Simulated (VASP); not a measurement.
# Na: surface energy and work function by face, part 4 of 4

Which face of Na is cheapest, and which holds its electrons hardest?

VASP 6.6.1; PBE; plane waves and PAW (Na).

So far. Step 6 (Relaxing the slab, 9 atoms, face Na(100)): The start already met the threshold, so nothing moved, which says little where the restoring forces are soft. Step 7 (Vacuum level and density of states, 9 atoms, face …): The vacuum level lies 2.72 eV above the Fermi level at the upper face; both faces agree, as the slab has next to no dipole.

## (8) Relaxing the slab, 11 atoms, face Na(111) (continued)

The steps of the relaxation:

| step | energy less that of the first step (eV) | largest force (eV/Å) |
| --- | --- | --- |
| 1 | 0.0000 | 0.0849 |
| 2 | -0.0012 | 0.0832 |
| 3 | -0.0047 | 0.0784 |
| 4 | -0.0109 | 0.0681 |
| 5 | -0.0203 | 0.0454 |
| 6 | -0.0261 | 0.0625 |
| 7 | -0.0264 | 0.0515 |
| 8 | -0.0292 | 0.0400 |
| 9 | -0.0331 | 0.0152 |

The atoms that moved most (Å):

| atom | dx | dy | dz | length |
| --- | --- | --- | --- | --- |
| Na1 | 0.000 | 0.000 | 0.172 | 0.172 |
| Na11 | 0.000 | 0.000 | -0.172 | 0.172 |
| Na10 | 0.000 | 0.000 | -0.140 | 0.140 |
| Na2 | 0.000 | 0.000 | 0.140 | 0.140 |
| Na9 | 0.000 | 0.000 | 0.136 | 0.136 |
| Na3 | 0.000 | 0.000 | -0.136 | 0.136 |
| Na7 | 0.000 | 0.000 | -0.051 | 0.051 |
| Na5 | 0.000 | 0.000 | 0.051 | 0.051 |

The relaxed structure:

```xyz
11
Lattice="5.9393 0.0000 0.0000 2.9697 5.1436 0.0000 0.0000 0.0000 27.1235" Properties=species:S:1:pos:R:3
Na    5.9393    3.4291    7.6716
Na    0.0000    0.0000    8.8527
Na    2.9697    1.7145    9.7887
Na    5.9393    3.4291   11.1538
Na    0.0000    0.0000   12.4002
Na    2.9697    1.7145   13.5618
Na    5.9393    3.4291   14.7234
Na    0.0000    0.0000   15.9697
Na    2.9697    1.7145   17.3348
Na    5.9393    3.4291   18.2708
Na    0.0000    0.0000   19.4520
```

The run ended after 9 ionic steps, 0.033 eV below its first step, once the forces on the free atoms met EDIFFG = -0.03.

## (9) Potential and states of the slab, 11 atoms, face Na(111)

The input, INCAR:

```
SYSTEM = Na
PREC = Normal
ENCUT = 320
EDIFF = 1E-06
NELM = 120
ISMEAR = 1
SIGMA = 0.15
LREAL = .FALSE.
ALGO = Fast
GGA = PE
NBANDS = 16
LORBIT = 11
LWAVE = .FALSE.
LCHARG = .TRUE.
KPAR = 4
LASPH = .TRUE.
IDIPOL = 3
LDIPOL = .TRUE.
DIPOL = 0.5 0.5 0.5
LVHAR = .TRUE.
LVACPOTAV = .TRUE.
NEDOS = 1500
```

The input, POSCAR:

```
Na
1.0
    5.9393022304      0.0000000000      0.0000000000
    2.9696511152      5.1435866122      0.0000000000
    0.0000000000      0.0000000000     27.1235499105
Na
11
Direct
    0.6666666700      0.6666666700      0.2828387976
    0.0000000000      0.0000000000      0.3263854174
    0.3333333300      0.3333333300      0.3608944926
    0.6666666700      0.6666666700      0.4112226612
    0.0000000000      0.0000000000      0.4571743925
    0.3333333300      0.3333333300      0.5000000000
    0.6666666700      0.6666666700      0.5428256075
    0.0000000000      0.0000000000      0.5887773388
    0.3333333300      0.3333333300      0.6391055074
    0.6666666700      0.6666666700      0.6736145826
    0.0000000000      0.0000000000      0.7171612024
```

The input, KPOINTS:

```
Automatic mesh
0
Gamma
6 6 1
0 0 0
```

Potentials, in the order of the species: Na (PBE family, release 64).

Command:

```console
mpirun -np 4 vasp_std
```

The log of the run:

```text
[... set-up lines as in an earlier step ...]
 entering main loop
       N       E                     dE             d eps       ncg     rms          rms(c)
DAV:   1    -0.129171136296E+01   -0.12917E+01   -0.14887E+03   224   0.243E+02
DAV:   2    -0.132843631439E+02   -0.11993E+02   -0.10896E+02   288   0.382E+01
DAV:   3    -0.139467606244E+02   -0.66240E+00   -0.65592E+00   328   0.938E+00
DAV:   4    -0.139778438673E+02   -0.31083E-01   -0.31075E-01   352   0.216E+00
[...]
RMM:  18    -0.134002733667E+02   -0.57606E-05   -0.28968E-06   223   0.617E-03    0.399E-04
RMM:  19    -0.134002750767E+02   -0.17100E-05   -0.45681E-07   189   0.346E-03    0.244E-04
RMM:  20    -0.134002757169E+02   -0.64016E-06   -0.27931E-07   180   0.266E-03
 [... a notice as in an earlier step ...]

   1 F= -.13400276E+02 E0= -.13404421E+02  d E =0.124358E-01
```

Run time: 22 s. Hardware: 4 MPI ranks of Intel Xeon Platinum 8259CL at 2.50GHz (Skylake/Cascade Lake), shared host; peak memory 1.2 GiB.

From OUTCAR (step 9):

```text
  Total       -0.2072957     -0.2072957     -0.3479675     -0.0000000     -0.0000000      0.0000000
  in kB       -0.4008233     -0.4008233     -0.6728236     -0.0000000     -0.0000000      0.0000000
  external PRESSURE =      -0.4914901 kB  Pullay stress =       0.0000000 kB

 POSITION                                       TOTAL-FORCE (eV/Angst)
 -----------------------------------------------------------------------------------
      5.93930      3.42906      7.67159        -0.000000     -0.000000      0.006917
      0.00000      0.00000      8.85273         0.000000      0.000000      0.014333
      2.96965      1.71453      9.78874        -0.000000     -0.000000      0.016232
      5.93930      3.42906     11.15382        -0.000000     -0.000000      0.002427
      0.00000      0.00000     12.40019         0.000000      0.000000     -0.005040
      2.96965      1.71453     13.56177        -0.000000      0.000000     -0.000000
      5.93930      3.42906     14.72336        -0.000000     -0.000000      0.005040
      0.00000      0.00000     15.96973         0.000000      0.000000     -0.002427
      2.96965      1.71453     17.33481         0.000000     -0.000000     -0.016232
      5.93930      3.42906     18.27082        -0.000000     -0.000000     -0.014333
      0.00000      0.00000     19.45196         0.000000      0.000000     -0.006917
 -----------------------------------------------------------------------------------
    total drift:                                0.000001      0.000000      0.000000

  FREE ENERGIE OF THE ION-ELECTRON SYSTEM (eV)
  ---------------------------------------------------
  free  energy   TOTEN  =       -13.4002757169 eV

  energy  without entropy=      -13.4127114791  energy(sigma->0) =      -13.40442097

[... 2 parts as in an earlier step ...]

[... 1 further part left out ...]
[key lines of the parts left out:]
E-fermi :  -0.9021
```

The map of layer states is cut here 0.5 eV above the Fermi level, so it leaves out the states above that.

The vacuum level lies 2.49 eV above the Fermi level at the upper face; both faces agree, as the slab has next to no dipole.

The program found no field-free point at its default tolerance, but its printed level agrees with the flat part of the planar average.

On this mesh the fine structure of the density of states is sampling noise, and high empty states may be cut by the number of bands.

## (10) The faces side by side

This step: surfaces of a metal, PBE; plane waves and PAW (VASP 6.6.1).

This step runs nothing: it gathers the runs above.

Symmetric slabs, all atoms free. All faces:

| face | layers | area a surface atom (Å²) | work function (eV) | surface energy as cut (J/m²) | surface energy relaxed (J/m²) | change of the top spacing (%) |
| --- | --- | --- | --- | --- | --- | --- |
| Na(110) | 7 | 12.47 | 2.801 | 0.222 | 0.222 | 0 |
| Na(100) | 9 | 17.64 | 2.721 | 0.2269 | 0.2269 | 0 |
| Na(111) | 11 | 30.55 | 2.494 | 0.2656 | 0.2569 | -2.57 |

Each surface energy is the slab's energy less its number of atoms times the bulk energy of -1.3077 eV, over twice the cell's area.

## (11) What came out

```yaml
na_110: 0.22 J/m², 2.80 eV
na_100: 0.23 J/m², 2.72 eV
na_111: 0.26 J/m², 2.49 eV
```

**Reading.** The cheapest face is Na(110) at 0.22 J/m², against 0.23 for Na(100) and 0.26 for Na(111). The work functions are 2.80 eV for Na(110), 2.72 eV for Na(100) and 2.49 eV for Na(111). The densest face has the highest work function, as the smoothing of the electron density over an open face lowers the surface dipole. The two cheapest faces differ by under 4 %, which one mesh and one thickness don't resolve. The top spacing changes by +0.0 % on Na(110), +0.0 % on Na(100) and -2.6 % on Na(111), the most on the most open face. On Na(110) and Na(100) the relaxation gained under 0.002 J/m², so it stands almost as cut. In so soft a metal the force threshold is too loose to find a relaxation. One thickness was run for each face, and bulk and slab meshes don't match, which leaves some hundredths of a J/m². The cells are 1 × 1 and can't reconstruct.

[Lines on the potential files, build, host, timing and source positions are cut from VASP's logs without a mark.]

[Logs are printed without paths, hosts, clocks, repeated set-up lines and the standing remarks that a program may print on its own settings, such as how far it seeks lower states.]

[Hosts, paths, dates, database ids (printed as entryN), source tags and the programs' standing remarks are cut or masked in the printed files.]

[Runs that stopped without an error message from VASP are left out.]
